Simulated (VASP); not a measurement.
**MgTe: energy against strain**

MgTe (wurtzite, P6_3mc, 34.470 Å³/atom and stress up to 0.03 GPa in the relaxed cell, c along z) under a strain ε along c (axis z), the other axes held. PBE in VASP (plane waves, PAW), 480 eV, 12×12×4 Γ-centred mesh, Gaussian smearing 0.05 eV; ions are relaxed, or left where forces stay under 0.02 eV/Å, within the symmetry of each cell.

Here s stands for strain and y for E less E0.

| strain (%) | E less E0 (meV/atom) |
|---|---|
| -1.50 | 1.43 |
| -1.00 | 0.66 |
| -0.50 | 0.18 |
| 0.00 | 0.00 |
| 0.50 | 0.12 |
| 1.00 | 0.55 |
| 1.50 | 1.26 |
| 3.00 | ? |

The 7 complete rows are fitted with a parabola, y against s. Least squares gives y = 0.002 - 0.0564·s + 0.5976·s². Residuals (row less fit): -0.001, 0.004, 0.000, -0.002, -0.003, 0.007, -0.002; standard error 0.005 (degrees of freedom: 4). Twice the quadratic coefficient over the volume, 2 × 0.5976 meV × 10⁴ × 0.1602 / 34.470 Å³, is the elastic constant C33 = 55.6 ± 0.2 GPa (± standard error of the fit, which holds the terms cut off).

Predict the withheld y at s = 3.00 from the fit, and compare with the calculation.

y = 0.002 - 0.0564 × 3.0 + 0.5976 × 3.0² = 5.211 meV/atom. The calculation gives 5.16 meV/atom, 0.051 meV/atom below the prediction (1.0 % of the range of y in the table). The row lies outside the fitted rows, so this is an extrapolation. The scatter of the fitted rows lies at the last printed digit.

A polynomial of degree 3 through the 12 other runs of the series gives 5.16 there, so most of the miss is curvature that the fit leaves out. Spin-orbit coupling is left out, which can shift these values for the heavy elements here. Rows are the converged runs of the series near zero and its far end, less any whose ions stayed unrelaxed beside relaxed ones; series whose fitted rows scatter by over a few per cent of the range, as at a crossing or softening among them, aren't shown in this form. Most that stay on the fit to the last digits aren't either.
